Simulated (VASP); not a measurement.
All values below come from vdW-DF-cx, VASP's PBE PAW potentials (set 64) (plane waves; VASP).

The input files of a VASP run:

**INCAR**
```
! general
SYSTEM  =MoS2
PREC    =Accurate
ENCUT   =520
LREAL   =.False.   ! projection in real space or not
LASPH   =.True.   ! aspherical one-centre terms

! electronic loop
EDIFF   =1E-7
NELM    =100   ! most electronic steps
ALGO    =Normal   ! blocked Davidson
LMAXMIX =4   ! l cut-off of mixed one-centre charges

! smearing
ISMEAR  =0
SIGMA   =0.05   ! width (eV)

! functional
GGA     =CX
LUSE_VDW=.True.
AGGAC   =0.0

! ions
IBRION  =2   ! conjugate gradients
NSW     =30   ! most ionic steps
ISIF    =4   ! ions and shape, fixed volume
EDIFFG  =-0.01   ! ionic stop

! output
LWAVE   =.False.
LCHARG  =.False.
```

**POSCAR**
```
MoS2
1.0
  1.5912001493  -2.7560392272   0.0000000000
  1.5912001493   2.7560392272   0.0000000000
  0.0000000000   0.0000000000  12.4171254674
Mo S
2 4
Direct
  0.3333330000   0.6666670000   0.2500000000
  0.6666670000   0.3333330000   0.7500000000
  0.3333330000   0.6666670000   0.8774675817
  0.6666670000   0.3333330000   0.3774675817
  0.6666670000   0.3333330000   0.1225324183
  0.3333330000   0.6666670000   0.6225324183
```

File KPOINTS:
```
Automatic mesh
0
Gamma
8 8 2
0 0 0
```

POTCAR, in this order: Mo_sv S (PBE.64 set). Program: vasp_std.

The resulting files:

OSZICAR:
```
       N       E                     dE             d eps       ncg     rms          rms(c)
DAV:   1     0.459153073064E+03    0.45915E+03   -0.29748E+04  1392   0.159E+03
DAV:   2    -0.102888397678E+02   -0.46944E+03   -0.45834E+03  1535   0.394E+02
DAV:   3    -0.355573344147E+02   -0.25268E+02   -0.25104E+02  1599   0.787E+01
DAV:   4    -0.361171398220E+02   -0.55981E+00   -0.55806E+00  1555   0.115E+01
DAV:   5    -0.361317867884E+02   -0.14647E-01   -0.14642E-01  1599   0.175E+00    0.331E+01
DAV:   6    -0.340177980673E+02    0.21140E+01   -0.24550E+01  1409   0.256E+01    0.132E+01
DAV:   7    -0.335211354739E+02    0.49666E+00   -0.11494E+01  1412   0.167E+01    0.807E+00
DAV:   8    -0.331602135528E+02    0.36092E+00   -0.17521E+00  1624   0.713E+00    0.286E+00
DAV:   9    -0.331724798519E+02   -0.12266E-01   -0.15784E-01  1708   0.191E+00    0.135E+00
DAV:  10    -0.331631077289E+02    0.93721E-02   -0.74254E-02  1517   0.148E+00    0.381E-01
DAV:  11    -0.331631154297E+02   -0.77008E-05   -0.28087E-03  1555   0.303E-01    0.209E-01
DAV:  12    -0.331630100772E+02    0.10535E-03   -0.55607E-04  1588   0.121E-01    0.841E-02
DAV:  13    -0.331630113488E+02   -0.12716E-05   -0.17085E-04  1692   0.688E-02    0.181E-02
DAV:  14    -0.331630144994E+02   -0.31506E-05   -0.13470E-05  1501   0.203E-02    0.208E-02
DAV:  15    -0.331630150639E+02   -0.56453E-06   -0.34931E-06  1513   0.113E-02    0.397E-03
DAV:  16    -0.331630150248E+02    0.39179E-07   -0.16137E-06  1398   0.591E-03    0.165E-03
DAV:  17    -0.331630150797E+02   -0.54937E-07   -0.92061E-08  1034   0.193E-03
   1 F= -.33163015E+02 E0= -.33163015E+02  d E =-.331630E+02
       N       E                     dE             d eps       ncg     rms          rms(c)
DAV:   1    -0.331765936073E+02   -0.13579E-01   -0.20330E+00  1254   0.608E+00    0.152E+00
DAV:   2    -0.331832911098E+02   -0.66975E-02   -0.10175E-01  1513   0.140E+00    0.559E-01
DAV:   3    -0.331826622430E+02    0.62887E-03   -0.40862E-03  1537   0.370E-01    0.433E-01
DAV:   4    -0.331826600446E+02    0.21983E-05   -0.29988E-03  1626   0.286E-01    0.116E-01
DAV:   5    -0.331824564542E+02    0.20359E-03   -0.13771E-03  1495   0.188E-01    0.247E-02
DAV:   6    -0.331824499486E+02    0.65056E-05   -0.91024E-05  1480   0.466E-02    0.367E-02
DAV:   7    -0.331824502311E+02   -0.28245E-06   -0.62165E-06  1398   0.112E-02    0.197E-02
DAV:   8    -0.331824501071E+02    0.12402E-06   -0.18136E-06  1630   0.700E-03    0.599E-03
DAV:   9    -0.331824502099E+02   -0.10285E-06   -0.68486E-08   950   0.147E-03    0.223E-03
DAV:  10    -0.331824502211E+02   -0.11169E-07   -0.26854E-08   900   0.824E-04
   2 F= -.33182450E+02 E0= -.33182450E+02  d E =-.194351E-01
       N       E                     dE             d eps       ncg     rms          rms(c)
DAV:   1    -0.331824506700E+02   -0.46005E-06   -0.66561E-05  1317   0.351E-02    0.817E-03
DAV:   2    -0.331824507875E+02   -0.11751E-06   -0.33315E-06  1353   0.801E-03    0.324E-03
DAV:   3    -0.331824507243E+02    0.63207E-07   -0.16944E-07   944   0.247E-03
   3 F= -.33182451E+02 E0= -.33182451E+02  d E =-.194356E-01
       N       E                     dE             d eps       ncg     rms          rms(c)
DAV:   1    -0.332283433907E+02   -0.45893E-01   -0.21463E+00  1240   0.923E+00    0.168E+00
DAV:   2    -0.332008293973E+02    0.27514E-01   -0.18512E-01  1438   0.246E+00    0.930E-01
DAV:   3    -0.331945617017E+02    0.62677E-02   -0.18183E-02  1510   0.804E-01    0.330E-01
DAV:   4    -0.331922665750E+02    0.22951E-02   -0.78620E-03  1433   0.455E-01    0.234E-01
DAV:   5    -0.331922183577E+02    0.48217E-04   -0.62624E-04  1475   0.122E-01    0.466E-02
DAV:   6    -0.331922056741E+02    0.12684E-04   -0.20593E-04  1605   0.735E-02    0.309E-02
DAV:   7    -0.331922073172E+02   -0.16431E-05   -0.22077E-05  1566   0.260E-02    0.973E-03
DAV:   8    -0.331922080465E+02   -0.72929E-06   -0.26323E-06  1443   0.102E-02    0.357E-03
DAV:   9    -0.331922081720E+02   -0.12553E-06   -0.16310E-07  1062   0.207E-03    0.145E-03
DAV:  10    -0.331922082263E+02   -0.54277E-07   -0.82793E-08   915   0.152E-03
   4 F= -.33192208E+02 E0= -.33192208E+02  d E =-.975750E-02
       N       E                     dE             d eps       ncg     rms          rms(c)
DAV:   1    -0.332348576244E+02   -0.42649E-01   -0.23238E+00  1240   0.959E+00    0.175E+00
DAV:   2    -0.332048959466E+02    0.29962E-01   -0.20590E-01  1445   0.257E+00    0.974E-01
DAV:   3    -0.331980427847E+02    0.68532E-02   -0.19908E-02  1517   0.844E-01    0.345E-01
DAV:   4    -0.331955312740E+02    0.25115E-02   -0.85798E-03  1427   0.475E-01    0.246E-01
DAV:   5    -0.331954794159E+02    0.51858E-04   -0.67977E-04  1461   0.127E-01    0.500E-02
DAV:   6    -0.331954638614E+02    0.15554E-04   -0.23477E-04  1583   0.789E-02    0.329E-02
DAV:   7    -0.331954658518E+02   -0.19904E-05   -0.24528E-05  1559   0.275E-02    0.103E-02
DAV:   8    -0.331954668315E+02   -0.97969E-06   -0.28841E-06  1457   0.106E-02    0.368E-03
DAV:   9    -0.331954669798E+02   -0.14832E-06   -0.19173E-07  1073   0.221E-03    0.152E-03
DAV:  10    -0.331954670530E+02   -0.73228E-07   -0.10880E-07   959   0.172E-03
   5 F= -.33195467E+02 E0= -.33195467E+02  d E =-.130163E-01
```

### OUTCAR
```
------------------------ aborting loop because EDIFF is reached ----------------------------------------
  FORCE on cell =-STRESS in cart. coord.  units (eV):
  Direction    XX          YY          ZZ          XY          YZ          ZX
  --------------------------------------------------------------------------------------
  Total       -0.6697455     -0.6697454     -0.6581001      0.0000000      0.0000000      0.0000000
  in kB       -9.8527879     -9.8527862     -9.6814691      0.0000000      0.0000000      0.0000000
  external PRESSURE =      -9.7956811 kB  Pullay stress =       0.0000000 kB
  volume of cell :      108.91
      direct lattice vectors                 reciprocal lattice vectors
     1.579694951 -2.736111681 -0.000000000     0.316516806 -0.182741079  0.000000000
     1.579694951  2.736111681  0.000000000     0.316516806  0.182741079  0.000000000
    -0.000000000  0.000000000 12.598656194    -0.000000000 -0.000000000  0.079373545
 POSITION                                       TOTAL-FORCE (eV/Angst)
 -----------------------------------------------------------------------------------
      1.57969      0.91204      3.14966        -0.000000      0.000000      0.000000
      1.57969     -0.91204      9.44899         0.000000     -0.000000      0.000000
      1.57969      0.91204     11.01562         0.000000     -0.000000      0.009248
      1.57969     -0.91204      4.71630        -0.000000      0.000000      0.009248
      1.57969     -0.91204      1.58303         0.000000      0.000000     -0.009248
      1.57969      0.91204      7.88236         0.000000     -0.000000     -0.009248
 -----------------------------------------------------------------------------------
    total drift:                                0.000000      0.001614     -0.000028
  FREE ENERGIE OF THE ION-ELECTRON SYSTEM (eV)
  ---------------------------------------------------
  free  energy   TOTEN  =       -33.1954670530 eV

  energy  without entropy=      -33.1954670530  energy(sigma->0) =      -33.19546705

 reached required accuracy - stopping structural energy minimisation
```
(Selected blocks of OUTCAR.)

CONTCAR:
```
MoS2
   1.00000000000000
     1.5796949511795719   -2.7361116813917157   -0.0000000000000000
     1.5796949511795719    2.7361116813917157    0.0000000000000000
    -0.0000000000000000    0.0000000000000000   12.5986561941660096
  Mo              S
     2     4
Direct
     0.3333330000000032    0.6666669999999968    0.2500000000000000
     0.6666669999999968    0.3333330000000032    0.7500000000000000
     0.3333330000000032    0.6666669999999968    0.8743490706536082
     0.6666669999999968    0.3333330000000032    0.3743490706536083
     0.6666669999999968    0.3333330000000032    0.1256509293463917
     0.3333330000000032    0.6666669999999968    0.6256509293463918
```

File OUTCAR:
```
 val. band max:        7.1059492356   @ k =   0.0000   0.0000   0.0000

 cond. band min:       8.2000976265   @ k =   0.2500   0.1250   0.0000


 Fermi energy:         7.3238347686

 k-point     1 :       0.0000    0.0000    0.0000
  band No.  band energies     occupation
      1     -54.2211      2.00000
      2     -54.2211      2.00000
      3     -28.4156      2.00000
      4     -28.4155      2.00000
      5     -28.1787      2.00000
      6     -28.1787      2.00000
      7     -28.1787      2.00000
      8     -28.1787      2.00000
      9      -7.6898      2.00000
     10      -7.4780      2.00000
     11      -6.4568      2.00000
     12      -6.1043      2.00000
     13       0.3970      2.00000
     14       1.2716      2.00000
     15       3.7816      2.00000
     16       3.9546      2.00000
     17       3.9546      2.00000
     18       3.9639      2.00000
     19       3.9639      2.00000
     20       5.0698      2.00000
     21       5.0699      2.00000
     22       5.1032      2.00000
     23       5.1033      2.00000
     24       5.8238      2.00000
     25       6.0293      2.00000
     26       7.1059      2.00000
     27       9.3520      0.00000
     28       9.3520      0.00000
     29       9.3738      0.00000
     30       9.3739      0.00000
     31       9.5315      0.00000

 k-point     2 :       0.1250   -0.0000    0.0000
  band No.  band energies     occupation
      1     -54.2151      2.00000
      2     -54.2151      2.00000
      3     -28.4038      2.00000
      4     -28.4037      2.00000
      5     -28.2390      2.00000
      6     -28.2390      2.00000
      7     -28.1924      2.00000
      8     -28.1924      2.00000
      9      -7.4533      2.00000
     10      -7.2445      2.00000
     11      -6.3464      2.00000
     12      -6.0176      2.00000
     13       0.6629      2.00000
     14       1.5277      2.00000
     15       3.3578      2.00000
     16       3.4589      2.00000
     17       3.4857      2.00000
...
```

The compound is MoS2 in the 2H layered structure. This cell is one point of a volume scan, at 1.03 of the reference volume. Symmetry was kept, so distortions that lower it aren't found.
